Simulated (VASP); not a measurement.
Computed with vdW-DF2, VASP's PBE PAW potentials (set 64) (plane waves; VASP).

Input for VASP

**INCAR**
```
! general
SYSTEM    =  WC
PREC      =  Accurate
ENCUT     =  520   ! plane-wave cut-off (eV)
LREAL     =  .FALSE.   ! projection in real space or not
LASPH     =  .TRUE.   ! aspherical one-centre terms

! electronic loop
EDIFF     =  1E-6   ! SCF stop (eV)
NELM      =  100
ALGO      =  Normal
LMAXMIX   =  6

! smearing
ISMEAR    =  1
SIGMA     =  0.1   ! width (eV)

! functional
GGA       =  ML
LUSE_VDW  =  .TRUE.
AGGAC     =  0.0
ZAB_VDW   =  -1.8867

! ions
IBRION    =  2   ! conjugate gradients
NSW       =  60
ISIF      =  3   ! ions, shape and volume
EDIFFG    =  -0.01   ! ionic stop

! output
LWAVE     =  .FALSE.
LCHARG    =  .FALSE.
```

KPOINTS:
```
kpoints
0
gamma
  13 13 12
```

File POSCAR:
```
WC
1
    1.4550000000    -2.5201340000     0.0000000000
    1.4550000000     2.5201340000     0.0000000000
    0.0000000000     0.0000000000     2.8400000000
W C
1 1
Direct
  0.0000000000   0.0000000000   0.0000000000
  0.3333330000   0.6666670000   0.5000000000
```

POTCAR, in this order: W_sv C (PBE.64 set). Program: vasp_std.

The resulting files:

OUTCAR:
```
 ion  position               nearest neighbor table
   1  0.000  0.000  0.000-   2 2.20   2 2.20   2 2.20   2 2.20   2 2.20   2 2.20
   2  0.333  0.667  0.500-   1 2.20   1 2.20   1 2.20   1 2.20   1 2.20   1 2.20
  LATTYP: Found a hexagonal cell.
 ALAT       =     2.9100000649
 C/A-ratio  =     0.9759449954
 Subroutine PRICEL returns:
 Original cell was already a primitive cell.
 Subroutine GETGRP returns: Found 12 space group operations
The static configuration has the point symmetry D_3h.
The dynamic configuration has the point symmetry D_3h.
 Subroutine INISYM returns: Found 12 space group operations
 Subroutine IBZKPT returns following result:
 Found    147 irreducible k-points:

 Following reciprocal coordinates:
            Coordinates               Weight
  0.000000  0.000000  0.000000      1.000000
  0.076923  0.000000  0.000000      6.000000
  0.153846  0.000000  0.000000      6.000000
  0.230769 -0.000000  0.000000      6.000000
  0.307692  0.000000  0.000000      6.000000
  0.384615  0.000000  0.000000      6.000000
  0.461538  0.000000  0.000000      6.000000
  0.076923  0.076923  0.000000      6.000000
  0.153846  0.076923  0.000000     12.000000
  0.230769  0.076923  0.000000     12.000000
  0.307692  0.076923  0.000000     12.000000
  0.384615  0.076923  0.000000     12.000000
  0.461538  0.076923  0.000000      6.000000
  0.153846  0.153846  0.000000      6.000000
  0.230769  0.153846  0.000000     12.000000
  0.307692  0.153846  0.000000     12.000000
  0.384615  0.153846  0.000000     12.000000
  0.230769  0.230769  0.000000      6.000000
  0.307692  0.230769  0.000000     12.000000
  0.384615  0.230769  0.000000      6.000000
  0.307692  0.307692  0.000000      6.000000
  0.000000  0.000000  0.083333      2.000000
  0.076923  0.000000  0.083333     12.000000
  0.153846  0.000000  0.083333     12.000000
  0.230769 -0.000000  0.083333     12.000000
  0.307692  0.000000  0.083333     12.000000
  0.384615  0.000000  0.083333     12.000000
  0.461538  0.000000  0.083333     12.000000
  0.076923  0.076923  0.083333     12.000000
  0.153846  0.076923  0.083333     24.000000
  0.230769  0.076923  0.083333     24.000000
  0.307692  0.076923  0.083333     24.000000
  0.384615  0.076923  0.083333     24.000000
  0.461538  0.076923  0.083333     12.000000
  0.153846  0.153846  0.083333     12.000000
  0.230769  0.153846  0.083333     24.000000
  0.307692  0.153846  0.083333     24.000000
  0.384615  0.153846  0.083333     24.000000
  0.230769  0.230769  0.083333     12.000000
  0.307692  0.230769  0.083333     24.000000
   k-points           NKPTS =    147   k-points in BZ     NKDIM =    147   number of bands    NBANDS=     13
   number of dos      NEDOS =    301   number of ions     NIONS =      2
   total plane-waves  NPLWV =  13824
   dimension x,y,z NGX =    24 NGY =   24 NGZ =   24
   dimension x,y,z NGXF=    48 NGYF=   48 NGZF=   48
   ions per type =               1   1
   PREC   = accura    normal or accurate (medium, high low for compatibility)
   ISTART =      0    job   : 0-new  1-cont  2-samecut
   ICHARG =      2    charge: 1-file 2-atom 10-const
   ISPIN  =      1    spin polarized calculation?
   LNONCOLLINEAR =      F non collinear calculations
   LSORBIT =      F    spin-orbit coupling
   INIWAV =      1    electr: 0-lowe 1-rand  2-diag
   ENCUT  =  520.0 eV  38.22 Ry    6.18 a.u.   5.41  5.41  5.28*2*pi/ulx,y,z
   NELM   =    100;   NELMIN=  2; NELMDL= -5     # of ELM steps
   EDIFF  = 0.1E-05   stopping-criterion for ELM
   LREAL  =      F    real-space projection
   NLSPLINE    = F    spline interpolate recip. space projectors
...
```

File OSZICAR:
```
       N       E                     dE             d eps       ncg     rms          rms(c)
DAV:   1     0.117018686031E+03    0.11702E+03   -0.98590E+03  3822   0.154E+03
DAV:   2    -0.156938622288E+02   -0.13271E+03   -0.12917E+03  4427   0.381E+02
DAV:   3    -0.198337378102E+02   -0.41399E+01   -0.41004E+01  4625   0.627E+01
DAV:   4    -0.198750544430E+02   -0.41317E-01   -0.41283E-01  4215   0.663E+00
DAV:   5    -0.198754163680E+02   -0.36193E-03   -0.36191E-03  4552   0.633E-01    0.310E+01
DAV:   6    -0.160075479747E+02    0.38679E+01   -0.13677E+01  4182   0.365E+01    0.677E+00
DAV:   7    -0.159278655333E+02    0.79682E-01   -0.71603E-01  3987   0.782E+00    0.617E+00
DAV:   8    -0.159289626127E+02   -0.10971E-02   -0.92001E-02  4162   0.330E+00    0.137E+00
DAV:   9    -0.159270197828E+02    0.19428E-02   -0.39879E-03  4227   0.572E-01    0.159E-01
DAV:  10    -0.159276695328E+02   -0.64975E-03   -0.10711E-03  4057   0.345E-01    0.996E-02
DAV:  11    -0.159276744597E+02   -0.49268E-05   -0.26471E-05  4407   0.561E-02    0.191E-02
DAV:  12    -0.159276757664E+02   -0.13067E-05   -0.16126E-05  4047   0.511E-02    0.271E-03
DAV:  13    -0.159276762792E+02   -0.51286E-06   -0.32970E-07  1971   0.687E-03
   1 F= -.15927676E+02 E0= -.15927583E+02  d E =-.159277E+02
       N       E                     dE             d eps       ncg     rms          rms(c)
DAV:   1    -0.255123744747E+02   -0.95847E+01   -0.22027E+02  3857   0.224E+02    0.226E+01
DAV:   2    -0.185270753451E+02    0.69853E+01   -0.60325E+01  4105   0.675E+01    0.126E+01
DAV:   3    -0.156274999109E+02    0.28996E+01   -0.70654E+00  4037   0.186E+01    0.648E+00
DAV:   4    -0.154689440849E+02    0.15856E+00   -0.13501E+00  4357   0.993E+00    0.135E+00
DAV:   5    -0.154624239170E+02    0.65202E-02   -0.84834E-02  4242   0.289E+00    0.677E-01
DAV:   6    -0.154660796929E+02   -0.36558E-02   -0.22582E-02  4262   0.141E+00    0.186E-01
DAV:   7    -0.154657522959E+02    0.32740E-03   -0.16806E-03  4337   0.487E-01    0.710E-02
DAV:   8    -0.154657716415E+02   -0.19346E-04   -0.12435E-04  4317   0.124E-01    0.215E-02
DAV:   9    -0.154657674335E+02    0.42080E-05   -0.12534E-05  4227   0.386E-02    0.259E-03
DAV:  10    -0.154657677904E+02   -0.35692E-06   -0.49441E-07  1971   0.689E-03
   2 F= -.15465768E+02 E0= -.15465748E+02  d E =0.461908E+00
       N       E                     dE             d eps       ncg     rms          rms(c)
DAV:   1    -0.199746471355E+02   -0.45089E+01   -0.91984E+01  3867   0.126E+02    0.252E+01
DAV:   2    -0.166749596046E+02    0.32997E+01   -0.70904E+00  3882   0.364E+01    0.516E+00
DAV:   3    -0.161173900075E+02    0.55757E+00   -0.10051E+00  4147   0.101E+01    0.267E+00
DAV:   4    -0.160387418376E+02    0.78648E-01   -0.21441E-01  4232   0.529E+00    0.285E+00
DAV:   5    -0.160388732929E+02   -0.13146E-03   -0.17964E-02  4437   0.140E+00    0.140E-01
DAV:   6    -0.160386298899E+02    0.24340E-03   -0.17764E-03  4302   0.448E-01    0.229E-02
DAV:   7    -0.160386241470E+02    0.57429E-05   -0.42458E-05  4347   0.768E-02    0.148E-02
DAV:   8    -0.160386239774E+02    0.16969E-06   -0.20992E-06  3240   0.177E-02
   3 F= -.16038624E+02 E0= -.16038480E+02  d E =-.110948E+00
       N       E                     dE             d eps       ncg     rms          rms(c)
DAV:   1    -0.160413591562E+02   -0.27350E-02   -0.54889E-02  3877   0.334E+00    0.614E-01
DAV:   2    -0.160394121905E+02    0.19470E-02   -0.54455E-03  3912   0.912E-01    0.125E-01
DAV:   3    -0.160391012884E+02    0.31090E-03   -0.65041E-04  4052   0.204E-01    0.508E-02
DAV:   4    -0.160390409180E+02    0.60370E-04   -0.20651E-04  4132   0.164E-01    0.571E-02
DAV:   5    -0.160390445104E+02   -0.35924E-05   -0.99051E-06  4322   0.361E-02    0.659E-03
DAV:   6    -0.160390438484E+02    0.66194E-06   -0.24312E-06  3982   0.122E-02
   4 F= -.16039044E+02 E0= -.16038899E+02  d E =-.111368E+00
       N       E                     dE             d eps       ncg     rms          rms(c)
DAV:   1    -0.160392904425E+02   -0.24593E-03   -0.63712E-03  3877   0.114E+00    0.209E-01
DAV:   2    -0.160390654124E+02    0.22503E-03   -0.63630E-04  3907   0.311E-01    0.425E-02
DAV:   3    -0.160390296088E+02    0.35804E-04   -0.75524E-05  4057   0.695E-02    0.173E-02
DAV:   4    -0.160390226231E+02    0.69856E-05   -0.24067E-05  4137   0.558E-02    0.194E-02
DAV:   5    -0.160390233121E+02   -0.68900E-06   -0.10546E-06  2381   0.124E-02
   5 F= -.16039023E+02 E0= -.16038879E+02  d E =-.111347E+00
       N       E                     dE             d eps       ncg     rms          rms(c)
DAV:   1    -0.160461747524E+02   -0.71521E-02   -0.26176E-01  3872   0.614E+00    0.427E-01
DAV:   2    -0.160412260692E+02    0.49487E-02   -0.10687E-02  4062   0.101E+00    0.230E-01
DAV:   3    -0.160393517765E+02    0.18743E-02   -0.53420E-03  4187   0.659E-01    0.940E-02
DAV:   4    -0.160393403846E+02    0.11392E-04   -0.16141E-04  3992   0.136E-01    0.491E-02
DAV:   5    -0.160393390241E+02    0.13606E-05   -0.24638E-05  4267   0.509E-02    0.830E-03
DAV:   6    -0.160393383942E+02    0.62991E-06   -0.52189E-06  4237   0.220E-02
   6 F= -.16039338E+02 E0= -.16039236E+02  d E =-.315082E-03
       N       E                     dE             d eps       ncg     rms          rms(c)
DAV:   1    -0.160410067207E+02   -0.16677E-02   -0.47634E-02  3872   0.262E+00    0.183E-01
DAV:   2    -0.160401035043E+02    0.90322E-03   -0.19526E-03  4062   0.430E-01    0.981E-02
DAV:   3    -0.160397547094E+02    0.34879E-03   -0.92898E-04  4177   0.275E-01    0.403E-02
DAV:   4    -0.160397535111E+02    0.11983E-05   -0.28060E-05  4012   0.567E-02    0.209E-02
DAV:   5    -0.160397523275E+02    0.11835E-05   -0.40989E-06  4167   0.209E-02    0.339E-03
DAV:   6    -0.160397516626E+02    0.66492E-06   -0.78457E-07  1927   0.891E-03
   7 F= -.16039752E+02 E0= -.16039633E+02  d E =-.728350E-03
       N       E                     dE             d eps       ncg     rms          rms(c)
DAV:   1    -0.160408622998E+02   -0.11100E-02   -0.27298E-02  3877   0.236E+00    0.431E-01
DAV:   2    -0.160398867007E+02    0.97560E-03   -0.27128E-03  3902   0.641E-01    0.876E-02
DAV:   3    -0.160397343401E+02    0.15236E-03   -0.31789E-04  4047   0.143E-01    0.353E-02
DAV:   4    -0.160397053778E+02    0.28962E-04   -0.10028E-04  4122   0.113E-01    0.396E-02
DAV:   5    -0.160397057352E+02   -0.35743E-06   -0.48707E-06  4307   0.253E-02
   8 F= -.16039706E+02 E0= -.16039587E+02  d E =0.459274E-04
       N       E                     dE             d eps       ncg     rms          rms(c)
DAV:   1    -0.160402532243E+02   -0.54785E-03   -0.11455E-02  3877   0.153E+00    0.279E-01
DAV:   2    -0.160398506309E+02    0.40259E-03   -0.11291E-03  3912   0.415E-01    0.564E-02
DAV:   3    -0.160397872310E+02    0.63400E-04   -0.13170E-04  4047   0.927E-02    0.229E-02
DAV:   4    -0.160397749784E+02    0.12253E-04   -0.41977E-05  4122   0.733E-02    0.258E-02
DAV:   5    -0.160397760056E+02   -0.10272E-05   -0.18388E-06  2863   0.163E-02    0.288E-03
DAV:   6    -0.160397758745E+02    0.13117E-06   -0.58830E-07  1911   0.791E-03
   9 F= -.16039776E+02 E0= -.16039657E+02  d E =-.242119E-04
```

File OUTCAR:
```
------------------------ aborting loop because EDIFF is reached ----------------------------------------
  FORCE on cell =-STRESS in cart. coord.  units (eV):
  Direction    XX          YY          ZZ          XY          YZ          ZX
  --------------------------------------------------------------------------------------
  Total        0.0018099      0.0018099      0.0040092      0.0000000      0.0000000      0.0000000
  in kB        0.1300690      0.1300690      0.2881213      0.0000000      0.0000000      0.0000000
  external PRESSURE =       0.1827531 kB  Pullay stress =       0.0000000 kB
  volume of cell :       22.29
      direct lattice vectors                 reciprocal lattice vectors
     1.490446585 -2.581529291  0.000000000     0.335469922 -0.193683644 -0.000000000
     1.490446585  2.581529291  0.000000000     0.335469922  0.193683644 -0.000000000
     0.000000000  0.000000000  2.897112499    -0.000000000  0.000000000  0.345171270
 POSITION                                       TOTAL-FORCE (eV/Angst)
 -----------------------------------------------------------------------------------
      0.00000     -0.00000      0.00000         0.000000      0.000000      0.000000
      1.49045      0.86051      1.44856        -0.000000     -0.000000      0.000000
 -----------------------------------------------------------------------------------
    total drift:                                0.000000     -0.000427      0.000000
  FREE ENERGIE OF THE ION-ELECTRON SYSTEM (eV)
  ---------------------------------------------------
  free  energy   TOTEN  =       -16.0397758745 eV

  energy  without entropy=      -16.0394196528  energy(sigma->0) =      -16.03965713

 reached required accuracy - stopping structural energy minimisation
```
(Selected blocks of OUTCAR.)

**CONTCAR**
```
WC
   1.00000000000000
     1.4904465845238895   -2.5815292908552960    0.0000000000000000
     1.4904465845238895    2.5815292908552960    0.0000000000000000
     0.0000000000000000    0.0000000000000000    2.8971124989287058
  W               C
     1     1
Direct
     0.0000000000000000    0.0000000000000000    0.0000000000000000
     0.3333330000000032    0.6666669999999968    0.5000000000000000
```

OUTCAR:
```
 val. band max:       10.2827390897   @ k =   0.4615   0.0000   0.4167

 cond. band min:      10.3120732300   @ k =   0.4615   0.0769   0.5000


 Fermi energy:        10.2884944380

 k-point     1 :       0.0000    0.0000    0.0000
  band No.  band energies     occupation
      1     -63.8913      2.00000
      2     -27.9010      2.00000
      3     -27.8349      2.00000
      4     -27.8349      2.00000
      5      -3.4617      2.00000
      6       6.4348      2.00000
      7       7.2096      2.00000
      8       7.2096      2.00000
      9      10.3656      0.03519
     10      13.1709      0.00000
     11      13.1709      0.00000
     12      15.3729      0.00000
     13      15.3729      0.00000

 k-point     2 :       0.0769    0.0000    0.0000
  band No.  band energies     occupation
      1     -63.8889      2.00000
      2     -27.8964      2.00000
      3     -27.8714      2.00000
      4     -27.8433      2.00000
      5      -3.3235      2.00000
      6       6.4742      2.00000
      7       7.0173      2.00000
      8       7.3391      2.00000
      9       9.9495      2.00002
     10      13.1238      0.00000
     11      13.6354      0.00000
     12      15.0734      0.00000
     13      15.2791      0.00000

 k-point     3 :       0.1538    0.0000    0.0000
  band No.  band energies     occupation
      1     -63.8825      2.00000
      2     -27.9716      2.00000
      3     -27.8837      2.00000
      4     -27.8665      2.00000
      5      -2.9283      2.00000
      6       6.1372      2.00000
      7       7.0037      2.00000
      8       7.7084      2.00000
      9       9.1510      2.00000
     10      12.9962      0.00000
     11      14.4131      0.00000
     12      14.5489      0.00000
     13      15.0397      0.00000

 k-point     4 :       0.2308   -0.0000    0.0000
  band No.  band energies     occupation
      1     -63.8735      2.00000
      2     -28.1104      2.00000
      3     -27.8991      2.00000
...
```

Energy and stress use the plane-wave basis of the starting cell. Unless said otherwise, spin-orbit coupling is left out, though it shifts the bands of the heavy elements here.

The compound is WC in the wc structure. This run relaxes it. Symmetry was kept, so distortions that lower it aren't found.
